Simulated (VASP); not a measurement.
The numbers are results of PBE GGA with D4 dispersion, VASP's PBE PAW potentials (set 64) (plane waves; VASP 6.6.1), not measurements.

VASP input:

### INCAR
```
SYSTEM = ZrC
PREC = Accurate; ENCUT = 520; LREAL = F
LASPH = T
EDIFF = 1E-7; NELM = 100; ALGO = Normal
LMAXMIX = 4
ISMEAR = 1; SIGMA = 0.1
GGA = PE; IVDW = 13
ISIF = 2
LWAVE = F; LCHARG = F
```

**KPOINTS**
```
Regular mesh
0
Gamma
13 13 13
```

File POSCAR:
```
ZrC
4.7792940
  0.0000000000   0.5000000122   0.5000000122
  0.5000000122   0.0000000000   0.5000000122
  0.5000000122   0.5000000122   0.0000000000
Zr C
1 1
Cartesian
  0.0000000000   0.0000000000   0.0000000000
  0.5000000122   0.5000000122   0.5000000122
```

POTCAR, in this order: Zr_sv C (PBE.64 set). Program: vasp_std.

Output

**OUTCAR**
```
 ion  position               nearest neighbor table
   1  0.000  0.000  0.000-   2 2.39   2 2.39   2 2.39   2 2.39   2 2.39   2 2.39
   2  0.500  0.500  0.500-   1 2.39   1 2.39   1 2.39   1 2.39   1 2.39   1 2.39
  LATTYP: Found a face centered cubic cell.
 ALAT       =     4.7792941164
 Subroutine PRICEL returns:
 Original cell was already a primitive cell.
 Subroutine GETGRP returns: Found 48 space group operations
The static configuration has the point symmetry O_h .
The dynamic configuration has the point symmetry O_h .
 Subroutine INISYM returns: Found 48 space group operations
 Subroutine IBZKPT returns following result:
 Found     84 irreducible k-points:

 Following reciprocal coordinates:
            Coordinates               Weight
  0.000000  0.000000  0.000000      1.000000
  0.076923  0.000000  0.000000      8.000000
  0.153846  0.000000  0.000000      8.000000
  0.230769  0.000000  0.000000      8.000000
  0.307692  0.000000  0.000000      8.000000
  0.384615  0.000000  0.000000      8.000000
  0.461538  0.000000  0.000000      8.000000
  0.076923  0.076923  0.000000      6.000000
  0.153846  0.076923  0.000000     24.000000
...
```

### OSZICAR
```
       N       E                     dE             d eps       ncg     rms          rms(c)
DAV:   1     0.107186609168E+03    0.10719E+03   -0.88775E+03  2016   0.134E+03
DAV:   2    -0.171763801336E+02   -0.12436E+03   -0.11769E+03  2320   0.330E+02
DAV:   3    -0.227500281655E+02   -0.55736E+01   -0.54696E+01  3004   0.625E+01
DAV:   4    -0.229665633639E+02   -0.21654E+00   -0.21640E+00  2652   0.115E+01
DAV:   5    -0.229708803067E+02   -0.43169E-02   -0.43166E-02  2920   0.147E+00    0.192E+01
DAV:   6    -0.196097304691E+02    0.33611E+01   -0.17634E+01  2288   0.283E+01    0.720E+00
DAV:   7    -0.194448664781E+02    0.16486E+00   -0.90953E-01  2388   0.745E+00    0.525E+00
DAV:   8    -0.194328117372E+02    0.12055E-01   -0.15793E-01  2196   0.372E+00    0.126E+00
DAV:   9    -0.194290488894E+02    0.37628E-02   -0.30621E-02  2556   0.120E+00    0.441E-01
DAV:  10    -0.194294184424E+02   -0.36955E-03   -0.20428E-03  2356   0.575E-01    0.310E-01
DAV:  11    -0.194292299872E+02    0.18846E-03   -0.72315E-04  2288   0.213E-01    0.175E-02
DAV:  12    -0.194292292863E+02    0.70090E-06   -0.12897E-05  2932   0.381E-02    0.105E-02
DAV:  13    -0.194292289113E+02    0.37503E-06   -0.56113E-07  2412   0.672E-03    0.101E-03
DAV:  14    -0.194292289268E+02   -0.15506E-07   -0.18167E-08  1336   0.131E-03
   1 F= -.19899815E+02 E0= -.19899753E+02  d E =-.184947E-03
```

File OUTCAR:
```
------------------------ aborting loop because EDIFF is reached ----------------------------------------
  Edisp (eV):   -0.47059
  FORCE on cell =-STRESS in cart. coord.  units (eV):
  Direction    XX          YY          ZZ          XY          YZ          ZX
  --------------------------------------------------------------------------------------
  Total      -2.01817    -2.01817    -2.01817     0.00000    -0.00000     0.00000
  in kB    -118.47777  -118.47777  -118.47777     0.00000    -0.00000     0.00000
  external pressure =     -118.48 kB  Pullay stress =        0.00 kB
  volume of cell :       27.29
      direct lattice vectors                 reciprocal lattice vectors
     0.000000000  2.389647058  2.389647058    -0.209235920  0.209235920  0.209235920
     2.389647058  0.000000000  2.389647058     0.209235920 -0.209235920  0.209235920
     2.389647058  2.389647058  0.000000000     0.209235920  0.209235920 -0.209235920
 POSITION                                       TOTAL-FORCE (eV/Angst)
 -----------------------------------------------------------------------------------
      0.00000      0.00000      0.00000        -0.000000     -0.000000     -0.000000
      2.38965      2.38965      2.38965         0.000000      0.000000      0.000000
 -----------------------------------------------------------------------------------
    total drift:                                0.000000      0.000000      0.000000
  FREE ENERGIE OF THE ION-ELECTRON SYSTEM (eV)
  ---------------------------------------------------
  free  energy   TOTEN  =       -19.8998148761 eV

  energy  without entropy=      -19.8996299288  energy(sigma->0) =      -19.89975323
```
(Selected blocks of OUTCAR.)

The compound is ZrC in the rock salt structure. This cell is one point of a volume scan, at 1.06 of the reference volume.
